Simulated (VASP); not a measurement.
These are vdW-DF2, VASP's PBE PAW potentials (set 64) (plane waves; VASP) values and carry that method's errors.

Input for VASP

KPOINTS:
```
Automatic mesh
0
Gamma
20 20 20
0 0 0
```

### INCAR
```
# general
SYSTEM    =  Fe
PREC      =  Accurate
ENCUT     =  520
LREAL     =  .FALSE.
LASPH     =  .TRUE.

# electronic loop
EDIFF     =  1E-7
NELM      =  100
ALGO      =  Normal
LMAXMIX   =  4   # l cut-off of mixed one-centre charges

# smearing
ISMEAR    =  -5   # tetrahedra, Bloechl

# functional
GGA       =  ML
LUSE_VDW  =  .TRUE.
AGGAC     =  0.0
ZAB_VDW   =  -1.8867

# spin
ISPIN     =  2   # spin-polarised
MAGMOM    =  2.2

# ions
ISIF      =  2   # forces and stress, cell fixed

# output
LWAVE     =  .FALSE.
LCHARG    =  .TRUE.
LORBIT    =  11   # lm-projected
NEDOS     =  601
```

File POSCAR:
```
Fe
2.8869850
 -0.4999999361   0.4999999361   0.4999999361
  0.4999999361  -0.4999999361   0.4999999361
  0.4999999361   0.4999999361  -0.4999999361
Fe
1
Cartesian
  0.0000000000   0.0000000000   0.0000000000
```

POTCAR, in this order: Fe (PBE.64 set). Program: vasp_std.

What VASP printed:

OSZICAR:
```
       N       E                     dE             d eps       ncg     rms          rms(c)
DAV:   1     0.195074639112E+02    0.19507E+02   -0.41120E+03  9568   0.106E+03
DAV:   2    -0.535281355541E+01   -0.24860E+02   -0.23672E+02  9310   0.129E+02
DAV:   3    -0.568996998583E+01   -0.33716E+00   -0.33635E+00 10334   0.206E+01
DAV:   4    -0.569176886628E+01   -0.17989E-02   -0.17979E-02 10136   0.141E+00
DAV:   5    -0.569178706245E+01   -0.18196E-04   -0.18189E-04 10007   0.126E-01    0.976E+00
DAV:   6    -0.502495682694E+01    0.66683E+00   -0.12113E+01  9794   0.543E+01    0.545E+00
DAV:   7    -0.492587195506E+01    0.99085E-01   -0.10309E+00  9793   0.155E+01    0.293E+00
DAV:   8    -0.492307961968E+01    0.27923E-02   -0.11199E-02 11129   0.970E-01    0.123E+00
DAV:   9    -0.491824764836E+01    0.48320E-02   -0.11703E-02 11754   0.996E-01    0.340E-01
DAV:  10    -0.491847681741E+01   -0.22917E-03   -0.13340E-03  9777   0.412E-01    0.106E-01
DAV:  11    -0.491859346960E+01   -0.11665E-03   -0.32658E-04 10619   0.194E-01    0.584E-02
DAV:  12    -0.491859102883E+01    0.24408E-05   -0.55550E-06  9777   0.386E-02    0.309E-02
DAV:  13    -0.491858450073E+01    0.65281E-05   -0.42193E-06  9482   0.269E-02    0.394E-03
DAV:  14    -0.491858543349E+01   -0.93277E-06   -0.10359E-07  7510   0.410E-03    0.975E-04
DAV:  15    -0.491858554362E+01   -0.11013E-06   -0.45676E-09  4677   0.107E-03    0.625E-04
DAV:  16    -0.491858544953E+01    0.94089E-07   -0.34618E-09  4650   0.766E-04
   1 F= -.49185854E+01 E0= -.49185854E+01  d E =0.000000E+00  mag=     2.1680
```

**OUTCAR**
```
------------------------ aborting loop because EDIFF is reached ----------------------------------------
  FORCE on cell =-STRESS in cart. coord.  units (eV):
  Direction    XX          YY          ZZ          XY          YZ          ZX
  --------------------------------------------------------------------------------------
  Total        0.0011232      0.0011232      0.0011232      0.0000000     -0.0000000      0.0000000
  in kB        0.1495752      0.1495752      0.1495752      0.0000000     -0.0000000      0.0000000
  external PRESSURE =       0.1495752 kB  Pullay stress =       0.0000000 kB
  volume of cell :       12.03
      direct lattice vectors                 reciprocal lattice vectors
    -1.443492316  1.443492316  1.443492316     0.000000000  0.346382170  0.346382170
     1.443492316 -1.443492316  1.443492316     0.346382170  0.000000000  0.346382170
     1.443492316  1.443492316 -1.443492316     0.346382170  0.346382170  0.000000000
 POSITION                                       TOTAL-FORCE (eV/Angst)
 -----------------------------------------------------------------------------------
      0.00000      0.00000      0.00000         0.000000      0.000000      0.000000
 -----------------------------------------------------------------------------------
    total drift:                                0.000000     -0.000000      0.000000
  FREE ENERGIE OF THE ION-ELECTRON SYSTEM (eV)
  ---------------------------------------------------
  free  energy   TOTEN  =        -4.9185854495 eV

  energy  without entropy=       -4.9185854495  energy(sigma->0) =       -4.91858545

 total charge

# of ion       s       p       d       tot
------------------------------------------
    1        0.461   0.471   6.265   7.197

 magnetization (x)

# of ion       s       p       d       tot
------------------------------------------
    1       -0.011  -0.052   2.248   2.186
```
(Selected blocks of OUTCAR.)

File OUTCAR:
```
 val. band max:        5.4141245808   @ k =   0.4000   0.0500   0.0000

 cond. band min:       5.3352134554   @ k =  -0.4500  -0.4500   0.3500


 Fermi energy:         5.3513044271

 spin component 1

 k-point     1 :       0.0000    0.0000    0.0000
  band No.  band energies     occupation
      1      -2.5261      1.00000
      2       3.2433      1.00000
      3       3.2433      1.00000
      4       3.2433      1.00000
      5       4.3238      1.00000
      6       4.3238      1.00000
      7      30.2560      0.00000
      8      30.2560      0.00000
      9      30.2560      0.00000

 k-point     2 :       0.0500    0.0000    0.0000
  band No.  band energies     occupation
      1      -2.4265      1.00000
      2       3.2179      1.00000
      3       3.2424      1.00000
      4       3.2948      1.00000
      5       4.2982      1.00000
      6       4.3259      1.00000
      7      29.5090      0.00000
      8      30.0952      0.00000
      9      30.1579      0.00000

 k-point     3 :       0.1000    0.0000    0.0000
  band No.  band energies     occupation
      1      -2.1324      1.00000
      2       3.1444      1.00000
      3       3.2331      1.00000
      4       3.4459      1.00000
      5       4.2354      1.00000
      6       4.3323      1.00000
      7      27.7374      0.00000
      8      29.5151      0.00000
      9      29.9094      0.00000

 k-point     4 :       0.1500    0.0000    0.0000
  band No.  band energies     occupation
      1      -1.6596      1.00000
      2       3.0315      1.00000
      3       3.2014      1.00000
      4       3.6875      1.00000
      5       4.1737      1.00000
      6       4.3439      1.00000
      7      25.5245      0.00000
      8      28.5381      0.00000
      9      29.5976      0.00000

 k-point     5 :       0.2000    0.0000    0.0000
  band No.  band energies     occupation
      1      -1.0420      1.00000
...
```

For a metal the tetrahedron method with Blöchl corrections gives inexact stress and forces.

The compound is Fe in the bcc structure. It was relaxed first.
